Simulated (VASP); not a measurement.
Output of a VASP run:

### OUTCAR
```
 ion  position               nearest neighbor table
   1  0.000  0.000  0.000-   2 2.85   2 2.85   2 2.85   2 2.85
   2  0.250  0.250  0.250-   1 2.85   1 2.85   1 2.85   1 2.85
  LATTYP: Found a face centered cubic cell.
 ALAT       =     6.5892000000
 Subroutine PRICEL returns:
 Original cell was already a primitive cell.
 Subroutine GETGRP returns: Found 24 space group operations
The static configuration has the point symmetry T_d .
The dynamic configuration has the point symmetry T_d .
 Subroutine INISYM returns: Found 24 space group operations
 Subroutine IBZKPT returns following result:
 Found     16 irreducible k-points:

 Following reciprocal coordinates:
            Coordinates               Weight
  0.000000  0.000000  0.000000      1.000000
  0.166667  0.000000  0.000000      8.000000
  0.333333  0.000000  0.000000      8.000000
  0.500000  0.000000  0.000000      4.000000
  0.166667  0.166667  0.000000      6.000000
  0.333333  0.166667  0.000000     24.000000
  0.500000  0.166667  0.000000     24.000000
 -0.333333  0.166667  0.000000     24.000000
 -0.166667  0.166667  0.000000     12.000000
  0.333333  0.333333  0.000000      6.000000
  0.500000  0.333333  0.000000     24.000000
 -0.333333  0.333333  0.000000     12.000000
  0.500000  0.500000  0.000000      3.000000
  0.500000  0.333333  0.166667     24.000000
 -0.333333  0.333333  0.166667     24.000000
 -0.333333  0.500000  0.166667     12.000000
   k-points           NKPTS =     16   k-points in BZ     NKDIM =     16   number of bands    NBANDS=     13
   number of dos      NEDOS =    301   number of ions     NIONS =      2
   total plane-waves  NPLWV =  64000
   dimension x,y,z NGX =    40 NGY =   40 NGZ =   40
   dimension x,y,z NGXF=    80 NGYF=   80 NGZF=   80
   ions per type =               1   1
   PREC   = accura    normal or accurate (medium, high low for compatibility)
   ISTART =      0    job   : 0-new  1-cont  2-samecut
   ICHARG =      2    charge: 1-file 2-atom 10-const
   ISPIN  =      1    spin polarized calculation?
   LNONCOLLINEAR =      F non collinear calculations
   LSORBIT =      F    spin-orbit coupling
   INIWAV =      1    electr: 0-lowe 1-rand  2-diag
   ENCUT  =  700.0 eV  51.45 Ry    7.17 a.u.  10.05 10.05 10.05*2*pi/ulx,y,z
   NELM   =    100;   NELMIN=  2; NELMDL= -5     # of ELM steps
   EDIFF  = 0.1E-05   stopping-criterion for ELM
   LREAL  =      F    real-space projection
   NLSPLINE    = F    spline interpolate recip. space projectors
   LMAXMIX     =    6 max onsite mixed and CHGCAR
   VOSKOWN=      0    Vosko Wilk Nusair interpolation
   EDIFFG = 0.1E-04   stopping-criterion for IOM
   NSW    =      0    number of steps for IOM
   NBLOCK =      1;   KBLOCK =      1    inner block; outer block
   IBRION =     -1    ionic relax: 0-MD 1-quasi-New 2-CG
   NFREE  =      0    steps in history (QN), initial steepest desc. (CG)
   ISIF   =      2    stress and relaxation
   ISYM   =      2    0-nonsym 1-usesym 2-fastsym
   TEIN   =    0.0    initial temperature
   TEBEG  =    0.0;   TEEND  =   0.0 temperature during run
   SMASS  =  -3.00    Nose mass-parameter (am)
   PSTRESS=    0.0 pullay stress
   NELECT =      18.0000    total number of electrons
   EFERMI =   0.00;   METHOD = LEGACY
   ISMEAR =     0;   SIGMA  =   0.05  broadening in eV -4-tet -1-fermi 0-gaus
   IALGO  =     38    algorithm
   LDIAG  =      T    sub-space diagonalisation (order eigenvalues)
   IMIX   =      4    mixing-type and parameters
     AMIX     =   0.40;   BMIX     =  1.00
     AMIX_MAG =   1.60;   BMIX_MAG =  1.00
     AMIN     =   0.10
   GGA     = PE    functional components
   VOSKOWN =     0    Vosko Wilk Nusair interpolation
   LHFCALC =     F    Hartree Fock is set to
   LHFONE  =     F    Hartree Fock one center treatment
   AEXX    =    0.0000 exact exchange contribution
   IVDW    =     0    specifies the selected vdW correction
   LEPSILON=     F    determine dielectric tensor
   LRPA    =     F    only Hartree local field effects (RPA)
...
```

OSZICAR:
```
       N       E                     dE             d eps       ncg     rms          rms(c)
DAV:   1     0.126006252094E+03    0.12601E+03   -0.94456E+03   416   0.151E+03
DAV:   2     0.158765370859E+01   -0.12442E+03   -0.11714E+03   461   0.287E+02
DAV:   3    -0.378689697741E+01   -0.53746E+01   -0.53542E+01   506   0.621E+01
DAV:   4    -0.383903713926E+01   -0.52140E-01   -0.52133E-01   578   0.573E+00
DAV:   5    -0.383945306836E+01   -0.41593E-03   -0.41593E-03   509   0.399E-01    0.699E+00
DAV:   6    -0.363994696832E+01    0.19951E+00   -0.49086E-01   471   0.100E+01    0.560E+00
DAV:   7    -0.363402306405E+01    0.59239E-02   -0.10484E-01   466   0.252E+00    0.214E+00
DAV:   8    -0.363346143011E+01    0.56163E-03   -0.10375E-02   431   0.137E+00    0.569E-01
DAV:   9    -0.363351286696E+01   -0.51437E-04   -0.83586E-04   486   0.358E-01    0.125E-01
DAV:  10    -0.363354615295E+01   -0.33286E-04   -0.97198E-05   477   0.999E-02    0.528E-02
DAV:  11    -0.363356232935E+01   -0.16176E-04   -0.38070E-05   456   0.526E-02    0.313E-02
DAV:  12    -0.363356077699E+01    0.15524E-05   -0.46881E-06   491   0.195E-02    0.174E-02
DAV:  13    -0.363356073009E+01    0.46900E-07   -0.38168E-07   258   0.427E-03
   1 F= -.36335607E+01 E0= -.36333822E+01  d E =-.357089E-03
```

File OUTCAR:
```
------------------------ aborting loop because EDIFF is reached ----------------------------------------
  FORCE on cell =-STRESS in cart. coord.  units (eV):
  Direction    XX          YY          ZZ          XY          YZ          ZX
  --------------------------------------------------------------------------------------
  Total        0.5190592      0.5190592      0.5190592     -0.0000000     -0.0000000      0.0000000
  in kB       11.6275810     11.6275810     11.6275810     -0.0000000     -0.0000000      0.0000000
  external PRESSURE =      11.6275810 kB  Pullay stress =       0.0000000 kB
  volume of cell :       71.52
      direct lattice vectors                 reciprocal lattice vectors
     0.000000000  3.294600000  3.294600000    -0.151763492  0.151763492  0.151763492
     3.294600000  0.000000000  3.294600000     0.151763492 -0.151763492  0.151763492
     3.294600000  3.294600000  0.000000000     0.151763492  0.151763492 -0.151763492
 POSITION                                       TOTAL-FORCE (eV/Angst)
 -----------------------------------------------------------------------------------
      0.00000      0.00000      0.00000        -0.000000     -0.000000     -0.000000
      1.64730      1.64730      1.64730         0.000000      0.000000      0.000000
 -----------------------------------------------------------------------------------
    total drift:                               -0.000000     -0.000000     -0.000000
  FREE ENERGIE OF THE ION-ELECTRON SYSTEM (eV)
  ---------------------------------------------------
  free  energy   TOTEN  =        -3.6335607301 eV

  energy  without entropy=       -3.6332036414  energy(sigma->0) =       -3.63338219
```
(Selected blocks of OUTCAR.)

POSCAR:
```
HgTe
1
    0.0000000000     3.2946000000     3.2946000000
    3.2946000000     0.0000000000     3.2946000000
    3.2946000000     3.2946000000     0.0000000000
Hg Te
1 1
Direct
  0.0000000000   0.0000000000   0.0000000000
  0.2500000000   0.2500000000   0.2500000000
```

### Question
Reconstruct the remaining input files.

### Answer
Several could match; the one computed here: the input of the run itself, PBE GGA, plane waves, VASP's PBE PAW potentials (set 64).

**INCAR**
```
ALGO  =  Normal
EDIFF  =  1E-6
ENCUT  =  700
GGA  =  PE
ISIF  =  2
ISMEAR  =  0
LASPH  =  .TRUE.
LCHARG  =  .FALSE.
LMAXMIX  =  6
LREAL  =  .FALSE.
LWAVE  =  .FALSE.
NELM  =  100
PREC  =  Accurate
SIGMA  =  0.05
SYSTEM  =  HgTe
```

File KPOINTS:
```
Automatic mesh
0
Gamma
6 6 6
0 0 0
```

POTCAR, in this order: Hg Te (PBE.64 set). Program: vasp_std.

The compound is HgTe in the zinc blende structure. The cell was not relaxed at this level. The run is one of a series of settings (ENCUT = 700 against the base run), some of them coarse on purpose.
